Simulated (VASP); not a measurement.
Here is the system:

```xyz
3
Lattice="3.4742 0.0000 0.0000 -1.7371 3.0087 0.0000 0.0000 0.0000 17.4540" Properties=species:S:1:pos:R:3 pbc="T T T"
Te     0.0000     2.0058    15.6488
Te     0.0000     2.0058     1.8052
W      0.0000     0.0000     0.0000
```

Calculation: LDA (Ceperley-Alder, Perdew-Zunger), VASP's LDA PAW potentials (set 64) (plane waves; VASP). Run with 400 eV cut-off, 8×8×2 Γ-centred mesh, tetrahedra with Blöchl corrections, potentials Te W_sv.

The cell holds a wide vacuum, so values per volume refer to the whole cell.

**Question.** What does the run give for the energy per atom (σ→0)?

**Answer.** 
| Item | Result |
|---|---|
| energy per atom (σ→0) | -703.4 kJ/mol of atoms |

The cell is a sheet with vacuum, built from a database entry that may be metastable or hypothetical.
